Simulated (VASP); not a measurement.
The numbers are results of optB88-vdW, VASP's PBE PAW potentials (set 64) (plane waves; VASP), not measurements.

VASP ran on this input.

File POSCAR:
```
Pt
1.0
  0.0000000000   1.9600000000   1.9600000000
  1.9600000000   0.0000000000   1.9600000000
  1.9600000000   1.9600000000   0.0000000000
Pt
1
direct
  0.0000000000   0.0000000000   0.0000000000
```

**INCAR**
```
ISIF = 3   # ions, shape and volume
SIGMA = 0.1   # width (eV)
PARAM1 = 0.1833333333
ALGO = Normal   # blocked Davidson
SYSTEM = Pt
LREAL = .False.   # projection in real space or not
LUSE_VDW = .True.
AGGAC = 0.0
ISMEAR = 1
LWAVE = .False.
EDIFFG = -0.01   # ionic stop
EDIFF = 1E-6   # SCF stop (eV)
PARAM2 = 0.22
NSW = 60
ENCUT = 520   # plane-wave cut-off (eV)
LASPH = .True.
GGA = BO
LMAXMIX = 6   # l cut-off of mixed one-centre charges
LCHARG = .False.
NELM = 100
IBRION = 2   # conjugate gradients
PREC = Accurate
```

### KPOINTS
```
Automatic mesh
0
Gamma
14 14 14
0 0 0
```

POTCAR, in this order: Pt (PBE.64 set). Program: vasp_std.

Energy and stress use the plane-wave basis of the starting cell. Unless said otherwise, spin-orbit coupling is left out, though it shifts the bands of the heavy elements here.

Task: What does the run give for the energy per atom (σ→0), volume per atom, band gap (on the k-mesh)?

Result: 
The energy per atom (σ→0) is -3.514 eV/atom, the band gap (on the k-mesh) is none (metal, semimetal or under 0.01 eV) and the volume per atom is 15.74 Å³/atom.

OSZICAR:
```
...
   3 F= -.35139885E+01 E0= -.35141070E+01  d E =-.249352E-01
       N       E                     dE             d eps       ncg     rms          rms(c)
DAV:   1    -0.351443999729E+01   -0.45235E-03   -0.89390E-03  1909   0.100E+00    0.129E-01
DAV:   2    -0.351407252551E+01    0.36747E-03   -0.11601E-03  1885   0.299E-01    0.490E-02
DAV:   3    -0.351405391933E+01    0.18606E-04   -0.10175E-04  1945   0.825E-02    0.284E-02
DAV:   4    -0.351405582877E+01   -0.19094E-05   -0.38716E-06  2107   0.153E-02    0.975E-04
DAV:   5    -0.351405582205E+01    0.67167E-08   -0.66589E-08   942   0.247E-03
   4 F= -.35140558E+01 E0= -.35141745E+01  d E =-.250025E-01
```

The compound is Pt in the fcc structure. This run relaxes it. Symmetry was kept, so distortions that lower it aren't found.
